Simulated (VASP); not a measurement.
Runs of VASP 6.6.1 on Ta4NiO11. Symmetry: F-43m, No. 216, cubic system. Conventional cell: a = 9.734 Å, b = 9.734 Å, c = 9.734 Å, α = 90.00°, β = 90.00°, γ = 90.00°. Around Ta (site symmetry 3m) lie 6 O at 1.91 to 2.11 Å. Ni (site symmetry -43m) has 10 O at 2.64 to 2.92 Å as nearest neighbours. O (site symmetry -43m) has 12 O at 3.48 Å as nearest neighbours. O (site symmetry 3m) is surrounded by 3 Ta at 2.11 Å. O (site symmetry 2mm) has 2 Ta at 1.91 Å as nearest neighbours. The cell was built by a generator and needn't be a form met in nature.

| task | level | potentials or basis | cell | cutoff (eV) | gap on the mesh (eV) | pressure (GPa) | moment (μB) | relaxed volume (Å³/atom) | largest force (eV/Å) |
| --- | --- | --- | --- | --- | --- | --- | --- | --- | --- |
| relaxation of cell and atoms | LDA | VASP PAW LDA potentials, release 64 (Ta_pv, Ni, O) | relaxed | 600 | none | -0.2 | (a) | 13.66 | 0.02 |
| relaxation of cell and atoms | PBEsol | VASP PAW PBE potentials, release 64 (Ta_pv, Ni, O) | relaxed | 600 | none | 0.0 | (c) | 14.00 | 0.01 |
| single point | PBE | VASP PAW PBE potentials, release 64 (Ta_pv, Ni, O) | as given | 520 | none | (b) | 1.04 | - | 0.05 |
| band structure | PBE | VASP PAW PBE potentials, release 64 (Ta_pv, Ni, O) | as given | 520 | - | - | 1.07 | - | - |
| relaxation of cell and atoms | PBE | VASP PAW PBE potentials, release 64 (Ta_pv, Ni, O) | relaxed | 600 | none | -0.1 | 1.07 | 14.41 | - |

Alike in all rows: spin collinear, ferromagnetic start; k mesh 5 × 5 × 5; smearing fermi-dirac 0.05 eV.

Estimate the missing entries.

(a) 2.12; (b) 0.2; (c) 2.16.

Caveats: a cell with one magnetic atom can't hold antiferromagnetic order, which such compounds often take; semilocal functionals often make such compounds metallic where correlation or magnetic order opens a gap, which also shifts bond lengths; the PAW data sets were made with another functional, which shifts forces and pressure a little (some runs).

A k mesh can miss the band edges, and the runs leave out spin-orbit coupling on Ta.

A gap of «none» marks a metal or a gap under the smearing width.

Not every run made on this cell is shown here.
